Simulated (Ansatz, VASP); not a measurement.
# InP: VASP beside Ansatz, part 2 of 2

Wanted: the spread between two codes on one cell, functional and k mesh. The cell is taken from a series of runs on this material, whose earlier steps may have relaxed, scaled, displaced or heated it; both programs get it as it stands.

VASP 6.6.1 and Ansatz 0.2.0.

So far: Set-up; VASP: G0W0 gap, r2SCAN.

### Step 3. Ansatz: G0W0 gap, r2SCAN

Level of this step: Ansatz beside VASP: Kohn-Sham DFT, plane waves, r2SCAN (Ansatz).

Ansatz runs on its default PAW (the set named soft_2) files.

The same cell, functional and mesh now go to Ansatz, which takes its cutoff from its data sets.

File input.yaml:

```yaml
crystal:
  lattice:
    - [-2.0618155379, -2.9158475, 2.0803724714]
    - [2.0618155379, -2.9158475, 2.0803724714]
    - [0.0, 0.0, 4.1607449428]
  atoms:
    - { symbol: In, position: [-0.0008469998, -0.0008469998, 0.0008469998] }
    - { symbol: P, position: [0.7508469998, 0.7508469998, 0.7491530002] }
kpoints:
  mp_grid: { grid: [6, 6, 6] }
hamiltonian:
  xc: r2scan
scf:
  occupations: { method: fixed }
gw:
  n_empty_bands: 208
  ecut_chi: 150.0
  qp_bands: [v3, c2]
  screening: { model: contour_deformation }
```

Started as:

```console
> ansatz run input.yaml --threads 14 --pin off --max-ram 73728MiB --backend cpu --events-out ev --progress --plain --runs-dir out
```

Numbers of over 12 decimals in the logs are rounded to 6 here.

The log of the run:

```text
Engine: ansatz 0.2.0, aarch64-unknown-linux-gnu
Pseudopotentials: kind: paw
Pseudopotential: In, paw, valence charge 13, recommended cutoff 500 eV (meta_gga), In.paw.azcp
Pseudopotential: P, paw, valence charge 5, recommended cutoff 500 eV (meta_gga), P.paw.azcp
Functional definition: r2SCAN
  parameter k0 = 0.174
  parameter k1 = 0.065
  parameter a1 = 4.9479
  exchange = r2scan_x(k0 = k0, k1 = k1, a1 = a1)
  correlation = r2scan_c
Crystal: 2 atoms, lattice volume = 50.028 Å³
Basis set: ecut = 500 eV, 1243 PW (Γ), exchange–correlation on 128×128×128 points (64 copies of the dense FFT grid, shifted against one another)
Bands: 13, of which v1, the nominal top of the filled ones, is band 9 counted from 1 (8 counted from 0)
Symmetry: 4 space group operations
Space group: Imm2 (ITA 44), of the structure as read, at distance tolerance 3.7e-5 Å
k-points: 46 of 216 (time reversal used)
Non-local potential: In, projectors of the file, l = 0: 2, l = 1: 2, l = 2: 2, l = 3: 2
Non-local potential: P, projectors of the file, l = 0: 2, l = 1: 2, l = 2: 2
PAW form: soft (Blöchl's): semilocal exchange-correlation on the pseudo side does not see the compensation charge
PAW frozen core: In, regenerated for the run's functional (the file was generated under x = pbe(κ = 0.804, μ = 0.219515), c = pbe(β = 0.066725))
PAW frozen core: P, regenerated for the run's functional (the file was generated under x = pbe(κ = 0.804, μ = 0.219515), c = pbe(β = 0.066725))
PAW one-centre angular grid: In, 590 points (default); XC on 289 of its mesh's 2783 points in the sphere
PAW one-centre angular grid: P, 302 points (default); XC on 160 Gauss nodes
Initial density: superposition of atomic densities (neutral atoms: chi_scale 0, normalization atom), corrected by the library's trained network
Initial wavefunctions: pseudopotential atomic-orbital guess
Functional: x = r2scan, c = r2scan; τ floored in thin density (d = 2e-4 eV/Å³)
SCF iter   1: F=—  HF=-6371.709836 eV  |F-HF|=—  |Δ(HF+E_count)|=         —  Δρ=6.93e-3  dr2=1.75e-2  dr2_τ=1.16e-2  ethr=1.77e-3  ⟨swp⟩=5.0  Hψ=3272  notcnv=0  defer=85
preconditioner: auto → none  [insulator: Δε(μ)=1.112 eV  Ē_g=15.593 eV  n_scr=14 (ndim 8)  ℏωp=22.3 eV  f_vac=0.018  ε∞_Penn≈3.0]
SCF iter   2: F=—  HF=-6371.718464 eV  |F-HF|=—  |Δ(HF+E_count)|=   8.63e-3  Δρ=1.86e-3  dr2=1.91e-3  dr2_τ=1.09e-4  ethr=9.73e-5  ⟨swp⟩=3.0  Hψ=1549  notcnv=0  defer=91
SCF iter   3: F=—  HF=-6371.718487 eV  |F-HF|=—  |Δ(HF+E_count)|=   2.30e-5  Δρ=1.10e-3  dr2=3.54e-4  dr2_τ=1.03e-5  ethr=1.06e-5  ⟨swp⟩=3.2  Hψ=1115  notcnv=0  defer=92
SCF iter   4: F=—  HF=-6371.718580 eV  |F-HF|=—  |Δ(HF+E_count)|=   9.29e-5  Δρ=4.89e-4  dr2=7.02e-5  dr2_τ=1.25e-6  ethr=1.96e-6  ⟨swp⟩=1.9  Hψ=680  notcnv=0  defer=92
SCF iter   5: F=—  HF=-6371.718590 eV  |F-HF|=—  |Δ(HF+E_count)|=   9.86e-6  Δρ=9.56e-5  dr2=2.58e-6  dr2_τ=5.86e-8  ethr=3.90e-7  ⟨swp⟩=2.4  Hψ=949  notcnv=0  defer=86
SCF iter   6: F=-6371.718590 eV  HF=-6371.718590 eV  |F-HF|=1.45e-8  |Δ(HF+E_count)|=   6.22e-7  Δρ=1.42e-5  dr2=6.11e-8  dr2_τ=1.65e-9  ethr=5.56e-10  ⟨swp⟩=5.6  Hψ=3350  notcnv=0
SCF 1 converged in 6 iterations: F = -6371.718590 eV  dr2 = 6.11e-8
  greatest PAW one-centre occupation: 0.981 electrons in one spin orbital (limit 2), on the In atom at site 0 (counted from 0), in its partial waves of l = 2
NSCF: frozen V_eff on 46 k-points
G₀W₀ screening: q 1/46
[... further progress lines ...]
NSCF: frozen V_eff on 1 k-points
NSCF: frozen V_eff on 1 k-points
[...]
SCF converged after 6 iterations
Free energy (F): -6371.718590 eV
Harris-Foulkes:  -6371.718590 eV  (|F-HF|=1.45e-8)
Internal energy: -6371.718590 eV  (E = F + TS)
E sigma→0 (E₀):  -6371.718590 eV
Fermi energy:    6.925889 eV
--- Per-component energies (eV) ---
  E_band       = -60.506845
  E_kinetic    = 313.693079
  E_local      = -1396.113965  (includes V_loc(G=0)·N_el)
  E_nonlocal   = 401.637310
  E_hartree    = 552.032027
  E_xc         = -259.216096
  E_vxc        = -171.531636  (∫ρ·V_xc dr)
  E_paw        = -4761.434689  (= ΣΔE_a)
  E_vpaw       = -322.476521  (= ΣTr[D̂ρ^β])
  E_aug_tail   = 0.000008  (compensation charges beyond the density's cutoff)
  E_vtau       = 10.225575  (kinetic-family band-sum trace: ∫τ·v_τ [+ j·A + Jᵃ·Aᵃ] dr)
  E_ewald      = -1223.190969
  E_core_change = 0.874704  (= ΣΔE_core)
  E_smearing   = -0.000000  (= −TS)
  E_closure    = 0.000000  (closes the sum)
  Σ components = -6371.718590   (vs F -6371.718590, Δ=0.00e0)
--- Band table (eV; the first three rows and the last of 46) ---
  k-point 0: bands = [... 5 lower, -5.1414, 6.8615, 6.9149, 6.9259, 8.0977, 11.2788, 11.3216, 11.3763]
  k-point 1: bands = [... 5 lower, -4.8109, 4.7016, 6.5867, 6.6084, 9.1365, 11.7259, 11.8034, 11.8223]
[...]
24    11     10.9551    -7.6568    -4.3325   -12.0028  0.7686    10.9686    10.9685  root
    25     7      2.9003   -17.1192     2.4752   -14.1801  0.7140     2.4298     2.4365  root
    25     8      5.3728   -15.7504     1.4823   -13.8018  0.7544     4.9012     4.9066  root
    25     9      5.4744   -15.9134     1.5578   -13.8918  0.7542     5.0052     5.0106  root
    25    10      9.9057    -8.3129    -3.9827   -12.3068  0.7788     9.9170     9.9170  root
    25    11     11.0867    -7.6939    -4.3643   -12.0764  0.7677    11.1048    11.1048  root
    26     7      1.8979   -17.3191     2.8947   -13.9869  0.7024     1.4564     1.4604  root
    26     8      4.0942   -15.2199     2.0390   -12.6939  0.7361     3.5991     3.6072  root
    26     9      5.1245   -15.6521     1.6648   -13.5112  0.7509     4.6425     4.6484  root
    26    10     10.8111    -8.0701    -4.2164   -12.3410  0.7709    10.8656    10.8655  root
    26    11     11.1077    -7.6215    -4.4220   -12.0432  0.7655    11.1074    11.1074  root
    27     7      1.2365   -16.9176     3.1440   -13.3457  0.7002     0.8045     0.8086  root
    27     8      3.6865   -15.2236     2.2150   -12.5214  0.7276     3.1906     3.1994  root
    27     9      4.7481   -15.4444     1.8070   -13.1542  0.7466     4.2583     4.2649  root
    27    10     10.9560    -8.4562    -4.3502   -12.8715  0.7660    11.0211    11.0210  root
    27    11     11.5307    -6.5367    -4.3161   -10.8058  0.7690    11.4837    11.4837  root
    28     7      1.9068   -17.3216     2.8971   -13.9866  0.7022     1.4648     1.4688  root
    28     8      4.0747   -15.2209     2.0423   -12.6914  0.7359     3.5795     3.5875  root
    28     9      5.1182   -15.6555     1.6595   -13.5211  0.7510     4.6374     4.6434  root
    28    10     10.7447    -8.0911    -4.2191   -12.3654  0.7708    10.8000    10.7999  root
    28    11     11.0784    -7.6055    -4.3980   -12.0019  0.7664    11.0768    11.0768  root
    29     7      1.2826   -16.5997     3.2099   -12.9681  0.6968     0.8566     0.8610  root
    29     8      4.6838   -15.6296     1.7405   -13.4082  0.7464     4.1964     4.2030  root
    29     9      5.3899   -15.9329     1.6021   -13.8653  0.7533     4.9189     4.9243  root
[...]
44     9      5.0941   -15.8150     1.7163   -13.6266  0.7501     4.6161     4.6220  root
    44    10      9.7207    -7.2786    -3.9402   -11.1972  0.7854     9.6991     9.6991  root
    44    11     12.4508    -7.6561    -4.9274   -12.6375  0.7369    12.5049    12.5048  root
    45     7      1.0134   -17.1881     3.2434   -13.5123  0.6969     0.5768     0.5811  root
    45     8      4.4017   -15.5445     1.9845   -13.0817  0.7411     3.9165     3.9234  root
    45     9      4.5005   -15.5765     1.9723   -13.1242  0.7419     4.0136     4.0204  root
    45    10      8.8643    -6.5103    -3.6304   -10.0266  0.7946     8.7504     8.7501  root
    45    11      9.4185    -7.7430    -3.9056   -11.6651  0.7855     9.4351     9.4351  root
```

The column dr2 measures how far the density is from self-consistency, as an energy; F and HF (Harris–Foulkes) agree once it is small.

### Step 4. Differences

Known differences besides the potentials themselves: VASP keeps PBE cores, Ansatz makes them for the functional; fixed occupations in Ansatz, narrow Gaussian smearing in VASP; the cutoff is 500 eV in Ansatz and 300 eV in VASP; Ansatz integrates over frequency by contour deformation, VASP on a grid of NOMEGA points. Total energies have different zeros and are not compared.

Both answers:

```tsv
quantity	Ansatz	VASP	difference
G0W0 gap on the mesh (eV)	1.50	1.50	0.00
Kohn-Sham gap under it (eV)	1.17	1.15	+0.02
```

### Step 5. Outcome

- difference in G0W0 gap on the mesh (G0W0 gap, r2SCAN): -6.3e-4 eV

The difference in G0W0 gap on the mesh is -6.3e-4 eV (G0W0 gap, r2SCAN). How closely two codes agree says nothing of how well the functional describes the real material.

[Lines on the potential files, build, host, timing and source positions are cut from VASP's logs without a mark.]

[Logs are printed without paths, hosts, clocks, repeated set-up lines and the standing remarks that a program may print on its own settings, such as how far it seeks lower states.]

[Hosts, paths, dates, database ids (printed as entryN), source tags and the programs' standing remarks are cut or masked in the printed files.]
